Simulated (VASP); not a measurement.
Given:

```
CELL_PARAMETERS angstrom
      0.00000     2.72679     2.72679
      2.72679     0.00000     2.72679
      2.72679     2.72679     0.00000
ATOMIC_POSITIONS crystal
  Ca 0.00000 0.00000 0.00000
  F  0.25000 0.25000 0.25000
  F  0.75000 0.75000 0.75000
```

Computed with r2SCAN meta-GGA, VASP's PBE PAW potentials (set 64) (plane waves; VASP 6.6.1). Run with 600 eV cut-off, 6×6×6 Γ-centred mesh, Gaussian smearing of 0.050 eV, potentials Ca_sv F.

Each relaxation starts from this cell; other phases were not tried.

Question: The cell is relaxed at 2 GPa. What happens?

Answer: The volume per atom goes from 13.52 to 13.19 Å³ (-2.4 %), and the cell becomes a = 5.4098 Å, b = 5.4098 Å, c = 5.4098 Å, α = 90.00°, β = 90.00°, γ = 90.00°, space group Fm-3m. The gap on the mesh goes from 7.98 to 8.12 eV.

Question: The cell is relaxed at 20 GPa. What happens?

Answer: The volume per atom goes from 13.52 to 11.54 Å³ (-14.6 %), and the cell becomes a = 5.1736 Å, b = 5.1736 Å, c = 5.1736 Å, α = 90.00°, β = 90.00°, γ = 90.00°, space group Fm-3m. The gap on the mesh goes from 7.98 to 8.97 eV.

Failed runs are left out, and for metals the shear rows, which the mesh's noise covers.

The compound is CaF2 in the fluorite structure.
